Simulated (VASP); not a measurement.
The input files of a VASP run:

### KPOINTS
```
Automatic mesh
0
Gamma
7 7 7
0 0 0
```

**INCAR**
```
SYSTEM = SbAs
PREC = Accurate; ENCUT = 400; LREAL = .FALSE.
LASPH = .TRUE.
EDIFF = 1E-6; NELM = 100; ALGO = Normal
LMAXMIX = 4; LMIXTAU = .TRUE.
ISMEAR = 0; SIGMA = 0.05
METAGGA = R2SCAN
IBRION = 2; NSW = 60; ISIF = 3
EDIFFG = -0.01
LWAVE = .FALSE.; LCHARG = .FALSE.
```

POSCAR:
```
SbAs
1
    2.0127500000     1.1620620000     3.6123330000
   -2.0127500000     1.1620620000     3.6123330000
    0.0000000000    -2.3241240000     3.6123330000
As Sb
1 1
Direct
  0.0000000000   0.0000000000   0.0000000000
  0.5000000000   0.5000000000   0.5000000000
```

POTCAR, in this order: As Sb (PBE.64 set). Program: vasp_std.

Q: Translate this r2SCAN calculation to Ansatz.

A: One equivalent input (not run):
Ansatz 0.2 input:
```yaml
crystal:
  lattice:
    - [2.0127500, 1.1620620, 3.6123330]
    - [-2.0127500, 1.1620620, 3.6123330]
    - [0.0000000, -2.3241240, 3.6123330]
  atoms:
    - { symbol: As, position: [0.0000000, 0.0000000, 0.0000000] }
    - { symbol: Sb, position: [0.5000000, 0.5000000, 0.5000000] }
kpoints:
  mp_grid: { grid: [7, 7, 7] }
hamiltonian:
  xc: r2scan
  pseudopotentials: { kind: paw }
scf:
  occupations: { method: gaussian, width: 0.05 }
  max_iter: 100
relax:
  max_steps: 60
  f_tol: 0.01
  cell: {}
output: { forces: true, stress: true, eigenvalues: true }
```
What does not carry over: each code has its own PAW files, so the cut-off isn't converted (ENCUT is set for VASP's; basis.ecutwfc is left out, and Ansatz then takes the one that its files recommend); Ansatz stops its SCF on the density residual and VASP on the energy change (EDIFF).

The structure comes from a measured SbAs entry (R-3m) of the Crystallography Open Database, whose conditions weren't checked. This run relaxes it. Symmetry was kept, so distortions that lower it aren't found.
